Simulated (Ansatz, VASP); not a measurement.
## One calculation of MgBeTe3, two programs

```xyz
5
Lattice="3.7459 0.0000 0.0000 0.0000 3.7459 0.0000 0.0000 0.0000 8.5706" Properties=species:S:1:pos:R:3 pbc="T T T"
Mg    0.0000    0.0000    0.0000
Be    1.8729    1.8729    4.2853
Te    1.8729    1.8729    6.9407
Te    1.8729    1.8729    1.6299
Te    0.0000    0.0000    4.2853
```

Alike in both runs: functional PBE; k mesh 4 × 4 × 4; occupations gaussian, width 0.1 eV; no spin polarisation.

Ansatz relaxed the structure, and its values are those at the end. VASP's run is a single point on that final structure, the one shown.

```csv
,VASP,Ansatz
version,VASP 6.6.1,Ansatz 0.2.0
potentials or method,"VASP PAW PBE potentials, release 64 (Mg, Be, Te)","scalar-relativistic, plane waves, PAW"
plane-wave cutoff (eV),520,420
valence electrons in the cell,22,60
```

Ansatz gave:

| Item | Value |
| --- | --- |
| gap on the k mesh at the Fermi level (eV) | none |
| pressure (GPa) | 0.0 |
| rms of the force components (eV/Å) | 0.004 |

**Question.** What did VASP give for the same quantities?

**Answer.** gap on the k mesh at the Fermi level (eV): none; pressure (GPa): -0.1; rms of the force components (eV/Å): 0.009.

A gap of «none» marks a metal or a gap that the smearing closes. The two sets of potentials don't hold the same shells in valence.

Caveats: the k mesh is coarse (spacing up to 0.42 Å⁻¹), so the values aren't converged. The runs have no spin-orbit coupling, so splittings on Te are missing.
